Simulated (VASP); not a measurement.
Consider the following.

```
AlN
1.0
    0.00000     2.19000     2.19000
    2.19000     0.00000     2.19000
    2.19000     2.19000     0.00000
Al N
1 1
Cartesian
  0.00000   0.00000   0.00000
  1.09500   1.09500   1.09500
```

Level of theory: PBE GGA, VASP's PBE PAW potentials (set 64) (plane waves; VASP). Run with 520 eV cut-off, 9×9×9 Γ-centred mesh, Gaussian smearing of 0.050 eV, potentials Al N.

Problem. Give the stress tensor in GPa (positive for a compressed cell).

Solution. 
```
2.88  0.00  0.00
0.00  2.88  0.00
0.00  0.00  2.88
```
The pressure is its mean diagonal, 2.88 GPa.

The compound is AlN in the zinc blende structure, a metastable form; wurtzite is the usual one. The cell was not relaxed at this level.
